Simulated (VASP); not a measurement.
# W(100) over its thickness, part 6 of 7

How many layers does a slab of W(100) need before surface energy, work function and relaxation settle?

VASP 6.6.1; PBE; plane waves and PAW (W).

So far. Step 16 (Relaxing the slab, layers 10): The run ended after 19 ionic steps, 0.383 eV below its first step, once the forces on the free atoms met EDIFFG = -0.01. Step 17 (The vacuum level, layers 10): The vacuum level lies 4.16 eV above the Fermi level at the upper face; both faces agree, as the slab has next to no dipole.

## 18. Surface relaxation, layers 11

System of this step: W(100). The cell holds 11 atoms: 11 W. Its edges and angles: a = 3.172 Å, b = 3.172 Å, c = 30.860 Å, α = 90.0°, β = 90.0°, γ = 90.0°. It derives from W. 11 layers of bcc W, cut at this functional's lattice. Vacuum lies along c.

INCAR

```
SYSTEM = W
PREC = Normal
ENCUT = 320
EDIFF = 1E-06
NELM = 120
ISMEAR = 1
SIGMA = 0.15
LREAL = .FALSE.
ALGO = Fast
GGA = PE
NBANDS = 44
LASPH = .TRUE.
LORBIT = 11
LWAVE = .FALSE.
LCHARG = .FALSE.
KPAR = 4
IBRION = 2
NSW = 50
ISIF = 2
EDIFFG = -0.01
POTIM = 0.4
MAXMIX = 40
```

POSCAR

```
W
1.0
    3.1720616382      0.0000000000      0.0000000000
    0.0000000000      3.1720616382      0.0000000000
    0.0000000000      0.0000000000     30.8603081910
W
11
Direct
    0.0000000000      0.0000000000      0.2430306300
    0.5000000000      0.5000000000      0.2944245000
    0.0000000000      0.0000000000      0.3458183800
    0.5000000000      0.5000000000      0.3972122500
    0.0000000000      0.0000000000      0.4486061300
    0.5000000000      0.5000000000      0.5000000000
    0.0000000000      0.0000000000      0.5513938700
    0.5000000000      0.5000000000      0.6027877500
    0.0000000000      0.0000000000      0.6541816200
    0.5000000000      0.5000000000      0.7055755000
    0.0000000000      0.0000000000      0.7569693700
```

KPOINTS

```
Automatic mesh
0
Gamma
10 10 1
0 0 0
```

The projector-augmented-wave data sets are W (PBE family, release 64).

Run with:

```
mpirun -np 4 vasp_std
```

Log:

```text
[banner, memory and clock lines left out]
running    4 mpi-ranks, on    1 nodes
[...]
LDA part: xc-table for (Slater+PW92), standard interpolation
 POSCAR, INCAR and KPOINTS ok, starting setup
[...]
entering main loop
       N       E                     dE             d eps       ncg     rms          rms(c)
DAV:   1     0.215661648465E+03    0.21566E+03   -0.20609E+04  1856   0.856E+02
DAV:   2    -0.114521630305E+03   -0.33018E+03   -0.30725E+03  2444   0.236E+02
DAV:   3    -0.145263319400E+03   -0.30742E+02   -0.29247E+02  2508   0.645E+01
DAV:   4    -0.147552270605E+03   -0.22890E+01   -0.22266E+01  3040   0.154E+01
[...]
RMM:  29    -0.137744219546E+03   -0.10180E-04   -0.15186E-06  1200   0.407E-03    0.287E-03
RMM:  30    -0.137744223021E+03   -0.34751E-05   -0.55142E-07  1134   0.283E-03    0.155E-03
RMM:  31    -0.137744223614E+03   -0.59265E-06   -0.19541E-07   973   0.179E-03
   1 F= -.13774422E+03 E0= -.13774466E+03  d E =-.137744E+03
[... from here on, the cycles between the ionic steps are left out ...]
   2 F= -.13806218E+03 E0= -.13806206E+03  d E =-.317956E+00
   3 F= -.13809261E+03 E0= -.13809208E+03  d E =-.348391E+00
   4 F= -.13811657E+03 E0= -.13811591E+03  d E =-.239557E-01
   5 F= -.13811861E+03 E0= -.13811792E+03  d E =-.259956E-01
   6 F= -.13812525E+03 E0= -.13812445E+03  d E =-.664254E-02
   7 F= -.13812587E+03 E0= -.13812503E+03  d E =-.726341E-02
   8 F= -.13812774E+03 E0= -.13812687E+03  d E =-.186484E-02
   9 F= -.13813099E+03 E0= -.13813007E+03  d E =-.512003E-02
  10 F= -.13813130E+03 E0= -.13813037E+03  d E =-.542959E-02
  11 F= -.13813221E+03 E0= -.13813128E+03  d E =-.909307E-03
  12 F= -.13813429E+03 E0= -.13813341E+03  d E =-.299035E-02
  13 F= -.13813550E+03 E0= -.13813478E+03  d E =-.419749E-02
  14 F= -.13813558E+03 E0= -.13813482E+03  d E =-.427440E-02
  15 F= -.13813575E+03 E0= -.13813498E+03  d E =-.170501E-03
  16 F= -.13813583E+03 E0= -.13813505E+03  d E =-.250130E-03
[...]
reached required accuracy - stopping structural energy minimisation
```

Run time: 2.7 min. Hardware: 4 MPI ranks of Intel Xeon 6975P-C (Granite Rapids), shared host; peak memory 0.97 GiB; 11 min of CPU time.

OUTCAR, selected parts (step 18):

```text
  Total       -3.9515334     -3.9515334     -0.8279142      0.0000000     -0.0000000      0.0000000
  in kB      -20.3888508    -20.3888508     -4.2718149      0.0000000     -0.0000000      0.0000000
  external PRESSURE =     -15.0165055 kB  Pullay stress =       0.0000000 kB

 POSITION                                       TOTAL-FORCE (eV/Angst)
 -----------------------------------------------------------------------------------
      0.00000      0.00000      7.67184         0.000000      0.000000      0.009666
      1.58603      1.58603      9.06238        -0.000000     -0.000000     -0.003168
      0.00000      0.00000     10.69498         0.000000      0.000000     -0.002556
      1.58603      1.58603     12.25735         0.000000     -0.000000     -0.004296
      0.00000      0.00000     13.85002        -0.000000     -0.000000     -0.000859
      1.58603      1.58603     15.43015         0.000000      0.000000      0.000000
      0.00000      0.00000     17.01029         0.000000      0.000000      0.000859
      1.58603      1.58603     18.60296         0.000000      0.000000      0.004296
      0.00000      0.00000     20.16533         0.000000      0.000000      0.002556
      1.58603      1.58603     21.79792         0.000000     -0.000000      0.003168
      0.00000      0.00000     23.18846         0.000000      0.000000     -0.009666
 -----------------------------------------------------------------------------------
    total drift:                               -0.000000     -0.000000      0.000000

  FREE ENERGIE OF THE ION-ELECTRON SYSTEM (eV)
  ---------------------------------------------------
  free  energy   TOTEN  =      -138.1358278242 eV

  energy  without entropy=     -138.1334901045  energy(sigma->0) =     -138.13504858

[... 1 part as in an earlier step ...]

[... 3 further parts left out ...]
[key lines of the parts left out:]
E-fermi :   2.5520
```

The run ended after 16 ionic steps, 0.392 eV below its first step, once the forces on the free atoms met EDIFFG = -0.01.

## 19. The vacuum level, layers 11

INCAR, as its differences from that of step 18:

```diff
@@ -16,7 +16,6 @@
 KPAR = 4
-IBRION = 2
-NSW = 50
-ISIF = 2
-EDIFFG = -0.01
-POTIM = 0.4
-MAXMIX = 40
+IDIPOL = 3
+LDIPOL = .TRUE.
+DIPOL = 0.5 0.5 0.5
+LVHAR = .TRUE.
+LVACPOTAV = .TRUE.
```

POSCAR

```
W
1.0
    3.1720616382      0.0000000000      0.0000000000
    0.0000000000      3.1720616382      0.0000000000
    0.0000000000      0.0000000000     30.8603081910
W
11
Direct
    0.0000000000      0.0000000000      0.2485990534
    0.5000000000      0.5000000000      0.2936582632
    0.0000000000      0.0000000000      0.3465610808
    0.5000000000      0.5000000000      0.3971882708
    0.0000000000      0.0000000000      0.4487972773
    0.5000000000      0.5000000000      0.5000000000
    0.0000000000      0.0000000000      0.5512027227
    0.5000000000      0.5000000000      0.6028117292
    0.0000000000      0.0000000000      0.6534389192
    0.5000000000      0.5000000000      0.7063417368
    0.0000000000      0.0000000000      0.7514009466
```

KPOINTS is that of step 18.

Run with:

```
mpirun -np 4 vasp_std
```

Log:

```text
[... set-up lines as in an earlier step ...]
 entering main loop
       N       E                     dE             d eps       ncg     rms          rms(c)
DAV:   1     0.222377778141E+03    0.22238E+03   -0.20687E+04  1856   0.856E+02
DAV:   2    -0.114092415930E+03   -0.33647E+03   -0.31413E+03  2444   0.238E+02
DAV:   3    -0.144884700081E+03   -0.30792E+02   -0.29357E+02  2448   0.649E+01
DAV:   4    -0.147164344774E+03   -0.22796E+01   -0.22235E+01  3048   0.156E+01
[...]
RMM:  47    -0.138135828947E+03    0.15464E-05   -0.34524E-06  1515   0.568E-03    0.101E-02
RMM:  48    -0.138135827620E+03    0.13270E-05   -0.62358E-06  1904   0.599E-03    0.613E-03
RMM:  49    -0.138135827184E+03    0.43581E-06   -0.39629E-06  1627   0.556E-03
 [... a notice as in an earlier step ...]

   1 F= -.13813583E+03 E0= -.13813505E+03  d E =-.232789E-02
```

Run time: 52 s. Hardware: 4 MPI ranks; peak memory 0.92 GiB.

From OUTCAR (step 19):

```text
  Total       -3.9485333     -3.9485333     -0.8255109      0.0000000      0.0000000      0.0000000
  in kB      -20.3733709    -20.3733709     -4.2594143      0.0000000      0.0000000      0.0000000
  external PRESSURE =     -15.0020520 kB  Pullay stress =       0.0000000 kB

 POSITION                                       TOTAL-FORCE (eV/Angst)
 -----------------------------------------------------------------------------------
      0.00000      0.00000      7.67184        -0.000000     -0.000000      0.008596
      1.58603      1.58603      9.06238         0.000000      0.000000     -0.003291
      0.00000      0.00000     10.69498        -0.000000      0.000000     -0.000619
      1.58603      1.58603     12.25735         0.000000     -0.000000     -0.004240
      0.00000      0.00000     13.85002        -0.000000      0.000000     -0.001371
      1.58603      1.58603     15.43015        -0.000000     -0.000000      0.000000
      0.00000      0.00000     17.01029         0.000000     -0.000000      0.001371
      1.58603      1.58603     18.60296        -0.000000      0.000000      0.004240
      0.00000      0.00000     20.16533         0.000000      0.000000      0.000619
      1.58603      1.58603     21.79792        -0.000000      0.000000      0.003291
      0.00000      0.00000     23.18846        -0.000000     -0.000000     -0.008596
 -----------------------------------------------------------------------------------
    total drift:                                0.000000     -0.000000     -0.000000

  FREE ENERGIE OF THE ION-ELECTRON SYSTEM (eV)
  ---------------------------------------------------
  free  energy   TOTEN  =      -138.1358271844 eV

  energy  without entropy=     -138.1334992964  energy(sigma->0) =     -138.13505122

[... 2 parts as in an earlier step ...]

[... 1 further part left out ...]
[key lines of the parts left out:]
E-fermi :   2.5518
```

The vacuum level lies 4.13 eV above the Fermi level at the upper face; both faces agree, as the slab has next to no dipole.

The program found no field-free point at its default tolerance, but its printed level agrees with the flat part of the planar average.

## 20. Surface relaxation, layers 12

System of this step: W(100). The cell holds 12 atoms: 12 W. Its edges and angles: a = 3.172 Å, b = 3.172 Å, c = 32.446 Å, α = 90.0°, β = 90.0°, γ = 90.0°. It derives from W. 12 layers of bcc W, cut at this functional's lattice. Vacuum lies along c.

INCAR

```
SYSTEM = W
PREC = Normal
ENCUT = 320
EDIFF = 1E-06
NELM = 120
ISMEAR = 1
SIGMA = 0.15
LREAL = .FALSE.
ALGO = Fast
GGA = PE
NBANDS = 48
LASPH = .TRUE.
LORBIT = 11
LWAVE = .FALSE.
LCHARG = .FALSE.
KPAR = 4
IBRION = 2
NSW = 50
ISIF = 2
EDIFFG = -0.01
POTIM = 0.4
MAXMIX = 40
```

POSCAR

```
W
1.0
    3.1720616382      0.0000000000      0.0000000000
    0.0000000000      3.1720616382      0.0000000000
    0.0000000000      0.0000000000     32.4463390101
W
12
Direct
    0.5000000000      0.5000000000      0.2311508900
    0.0000000000      0.0000000000      0.2800325400
    0.5000000000      0.5000000000      0.3289142000
    0.0000000000      0.0000000000      0.3777958600
    0.5000000000      0.5000000000      0.4266775100
    0.0000000000      0.0000000000      0.4755591700
    0.5000000000      0.5000000000      0.5244408300
    0.0000000000      0.0000000000      0.5733224900
    0.5000000000      0.5000000000      0.6222041400
    0.0000000000      0.0000000000      0.6710858000
    0.5000000000      0.5000000000      0.7199674600
    0.0000000000      0.0000000000      0.7688491100
```

KPOINTS is that of step 19.

Run with:

```
mpirun -np 4 vasp_std
```

Log:

```text
[banner, memory and clock lines left out]
running    4 mpi-ranks, on    1 nodes
[...]
LDA part: xc-table for (Slater+PW92), standard interpolation
 POSCAR, INCAR and KPOINTS ok, starting setup
[...]
entering main loop
       N       E                     dE             d eps       ncg     rms          rms(c)
DAV:   1     0.228977781300E+03    0.22898E+03   -0.22633E+04  2024   0.858E+02
DAV:   2    -0.126632027122E+03   -0.35561E+03   -0.33564E+03  2640   0.240E+02
DAV:   3    -0.158888728302E+03   -0.32257E+02   -0.30636E+02  2696   0.636E+01
DAV:   4    -0.161266966670E+03   -0.23782E+01   -0.23103E+01  3312   0.150E+01
[...]
RMM:  34    -0.150766714754E+03   -0.30168E-05   -0.80636E-07  1250   0.262E-03    0.156E-03
RMM:  35    -0.150766715899E+03   -0.11454E-05   -0.24697E-07  1193   0.209E-03    0.624E-04
RMM:  36    -0.150766716305E+03   -0.40630E-06   -0.75672E-08   947   0.133E-03
   1 F= -.15076672E+03 E0= -.15076809E+03  d E =-.150767E+03
[... from here on, the cycles between the ionic steps are left out ...]
   2 F= -.15106614E+03 E0= -.15106440E+03  d E =-.299420E+00
   3 F= -.15109897E+03 E0= -.15109819E+03  d E =-.332252E+00
   4 F= -.15109904E+03 E0= -.15109818E+03  d E =-.332321E+00
   5 F= -.15112652E+03 E0= -.15112654E+03  d E =-.274848E-01
   6 F= -.15113022E+03 E0= -.15113051E+03  d E =-.311833E-01
   7 F= -.15113677E+03 E0= -.15113707E+03  d E =-.655116E-02
   8 F= -.15113749E+03 E0= -.15113779E+03  d E =-.726634E-02
   9 F= -.15113939E+03 E0= -.15113967E+03  d E =-.190766E-02
  10 F= -.15114028E+03 E0= -.15114053E+03  d E =-.279468E-02
  11 F= -.15114195E+03 E0= -.15114220E+03  d E =-.166430E-02
  12 F= -.15114475E+03 E0= -.15114501E+03  d E =-.446497E-02
  13 F= -.15114394E+03 E0= -.15114412E+03  d E =-.365380E-02
  14 F= -.15114547E+03 E0= -.15114571E+03  d E =-.518368E-02
  15 F= -.15114670E+03 E0= -.15114702E+03  d E =-.123109E-02
  16 F= -.15114721E+03 E0= -.15114761E+03  d E =-.174483E-02
  17 F= -.15114730E+03 E0= -.15114772E+03  d E =-.855299E-04
 trial-energy change:   -0.000086  1 .order   -0.000085   -0.000187    0.000017
 step:   0.9577(harm=  0.9577)  dis= 0.00125  next Energy=  -151.147296 (dE=-0.858E-04)
 reached required accuracy - stopping structural energy minimisation
```

Wall time 3.3 min (4 MPI ranks); peak memory 1 GiB.

OUTCAR, selected parts (step 20):

```text
  Total       -3.6515781     -3.6515781     -0.8319668      0.0000000      0.0000000      0.0000000
  in kB      -17.9201745    -17.9201745     -4.0828898      0.0000000      0.0000000      0.0000000
  external PRESSURE =     -13.3077463 kB  Pullay stress =       0.0000000 kB

 POSITION                                       TOTAL-FORCE (eV/Angst)
 -----------------------------------------------------------------------------------
      1.58603      1.58603      7.67831         0.000000     -0.000000      0.006049
      3.17206      0.00000      9.06562         0.000000      0.000000      0.001166
      1.58603      1.58603     10.69822         0.000000     -0.000000     -0.004921
      0.00000      0.00000     12.26021         0.000000      0.000000     -0.001827
      1.58603      1.58603     13.84619         0.000000     -0.000000     -0.001743
      0.00000      0.00000     15.43334         0.000000     -0.000000     -0.006152
      1.58603      1.58603     17.01300        -0.000000     -0.000000      0.006152
      0.00000      0.00000     18.60015         0.000000     -0.000000      0.001743
      1.58603      1.58603     20.18612         0.000000     -0.000000      0.001827
      3.17206      0.00000     21.74812        -0.000000      0.000000      0.004921
      1.58603      1.58603     23.38072         0.000000     -0.000000     -0.001166
      0.00000      0.00000     24.76803         0.000000     -0.000000     -0.006049
 -----------------------------------------------------------------------------------
    total drift:                                0.000000      0.000000     -0.000000

  FREE ENERGIE OF THE ION-ELECTRON SYSTEM (eV)
  ---------------------------------------------------
  free  energy   TOTEN  =      -151.1472953849 eV

  energy  without entropy=     -151.1485705822  energy(sigma->0) =     -151.14772045

[... 1 part as in an earlier step ...]

[... 3 further parts left out ...]
[key lines of the parts left out:]
E-fermi :   2.8341
```

The run ended after 17 ionic steps, 0.381 eV below its first step, once the forces on the free atoms met EDIFFG = -0.01.

## 21. The vacuum level, layers 12

INCAR, as its differences from that of step 20:

```diff
@@ -16,7 +16,6 @@
 KPAR = 4
-IBRION = 2
-NSW = 50
-ISIF = 2
-EDIFFG = -0.01
-POTIM = 0.4
-MAXMIX = 40
+IDIPOL = 3
+LDIPOL = .TRUE.
+DIPOL = 0.5 0.5 0.5
+LVHAR = .TRUE.
+LVACPOTAV = .TRUE.
```

POSCAR

```
W
1.0
    3.1720616382      0.0000000000      0.0000000000
    0.0000000000      3.1720616382      0.0000000000
    0.0000000000      0.0000000000     32.4463390101
W
12
Direct
    0.5000000000      0.5000000000      0.2366464392
    0.0000000000      0.0000000000      0.2794033873
    0.5000000000      0.5000000000      0.3297205023
    0.0000000000      0.0000000000      0.3778612539
    0.5000000000      0.5000000000      0.4267411646
    0.0000000000      0.0000000000      0.4756573872
    0.5000000000      0.5000000000      0.5243426128
    0.0000000000      0.0000000000      0.5732588354
    0.5000000000      0.5000000000      0.6221387461
    0.0000000000      0.0000000000      0.6702794977
    0.5000000000      0.5000000000      0.7205966127
    0.0000000000      0.0000000000      0.7633535608
```

KPOINTS is that of step 20.

Run with:

```
mpirun -np 4 vasp_std
```

Log:

```text
[... set-up lines as in an earlier step ...]
 entering main loop
       N       E                     dE             d eps       ncg     rms          rms(c)
DAV:   1     0.235988594934E+03    0.23599E+03   -0.22708E+04  2024   0.858E+02
DAV:   2    -0.126865507343E+03   -0.36285E+03   -0.34250E+03  2664   0.241E+02
DAV:   3    -0.158669718813E+03   -0.31804E+02   -0.30432E+02  2712   0.640E+01
DAV:   4    -0.160836343695E+03   -0.21666E+01   -0.21148E+01  3296   0.147E+01
[...]
RMM:  32    -0.151147277193E+03   -0.74729E-05   -0.15032E-06  1627   0.322E-03    0.521E-03
RMM:  33    -0.151147286372E+03   -0.91790E-05   -0.10204E-06  1460   0.290E-03    0.359E-03
RMM:  34    -0.151147286836E+03   -0.46381E-06   -0.28104E-07  1241   0.183E-03
 [... a notice as in an earlier step ...]

   1 F= -.15114729E+03 E0= -.15114771E+03  d E =0.126109E-02
```

The job ended after 39 s (4 MPI ranks; peak memory 0.94 GiB; 2.6 min of CPU time).

OUTCAR, selected parts (step 21):

```text
  Total       -3.6641909     -3.6641909     -0.8485392      0.0000000      0.0000000      0.0000000
  in kB      -17.9820721    -17.9820721     -4.1642191      0.0000000      0.0000000      0.0000000
  external PRESSURE =     -13.3761211 kB  Pullay stress =       0.0000000 kB

 POSITION                                       TOTAL-FORCE (eV/Angst)
 -----------------------------------------------------------------------------------
      1.58603      1.58603      7.67831         0.000000     -0.000000      0.006660
      0.00000      0.00000      9.06562        -0.000000     -0.000000      0.000920
      1.58603      1.58603     10.69822         0.000000      0.000000     -0.006390
      0.00000      0.00000     12.26021         0.000000      0.000000     -0.002893
      1.58603      1.58603     13.84619         0.000000     -0.000000     -0.001929
      0.00000      0.00000     15.43334         0.000000     -0.000000     -0.005808
      1.58603      1.58603     17.01300        -0.000000     -0.000000      0.005808
      0.00000      0.00000     18.60015         0.000000     -0.000000      0.001929
      1.58603      1.58603     20.18612         0.000000     -0.000000      0.002893
      0.00000      0.00000     21.74812        -0.000000     -0.000000      0.006390
      1.58603      1.58603     23.38072         0.000000     -0.000000     -0.000920
      0.00000      0.00000     24.76803         0.000000      0.000000     -0.006660
 -----------------------------------------------------------------------------------
    total drift:                                0.000000      0.000000      0.000000

  FREE ENERGIE OF THE ION-ELECTRON SYSTEM (eV)
  ---------------------------------------------------
  free  energy   TOTEN  =      -151.1472868363 eV

  energy  without entropy=     -151.1485479263  energy(sigma->0) =     -151.14770720

[... 2 parts as in an earlier step ...]

[... 1 further part left out ...]
[key lines of the parts left out:]
E-fermi :   2.8364
```

The planar average of the electrostatic potential oscillates, so the rows of the table below give means over windows of 1.58 Å about each position, cut where the curve ends. Its maxima inside the range that stand out by 2 % of the span (Å: eV): 9.9: -6.70, 11.5: -7.25, 13.1: -7.08, 14.6: -7.13, 16.2: -7.20, 17.8: -7.13, 19.4: -7.08, 21.0: -7.25, 22.5: -6.70. Its minima: 8.9: -8.70, 10.7: -8.33, 12.3: -8.39, 13.9: -8.47, 15.4: -8.47, 17.0: -8.47, 18.6: -8.47, 20.2: -8.39, 21.7: -8.33, 23.5: -8.70.

Zero at the Fermi level. Planar average of the electrostatic potential against height; means over each step:

| height (Å) | planar average of the electrostatic potential (eV) |
| --- | --- |
| 0.79 | 4.13 |
| 2.37 | 4.13 |
| 3.95 | 4.11 |
| 5.53 | 3.56 |
| 7.11 | -3.88 |
| 8.69 | -8.46 |
| 10.27 | -7.48 |
| 11.85 | -7.77 |
| 13.43 | -7.72 |
| 15.01 | -7.75 |
| 16.59 | -7.79 |
| 18.17 | -7.75 |
| 19.75 | -7.70 |
| 21.33 | -7.74 |
| 22.91 | -7.60 |
| 24.49 | -7.90 |
| 26.07 | 0.880 |
| 27.65 | 4.02 |
| 29.23 | 4.13 |
| 30.81 | 4.13 |

The vacuum level lies 4.12 eV above the Fermi level at the upper face; both faces agree, as the slab has next to no dipole.

The program found no field-free point at its default tolerance, but its printed level agrees with the flat part of the planar average.

(Continued in part 7 of 7.)

[Lines on the potential files, build, host, timing and source positions are cut from VASP's logs without a mark.]

[Logs are printed without paths, hosts, clocks, repeated set-up lines and the standing remarks that a program may print on its own settings, such as how far it seeks lower states.]

[Hosts, paths, dates, database ids (printed as entryN), source tags and the programs' standing remarks are cut or masked in the printed files.]

[Runs that stopped without an error message from VASP are left out.]
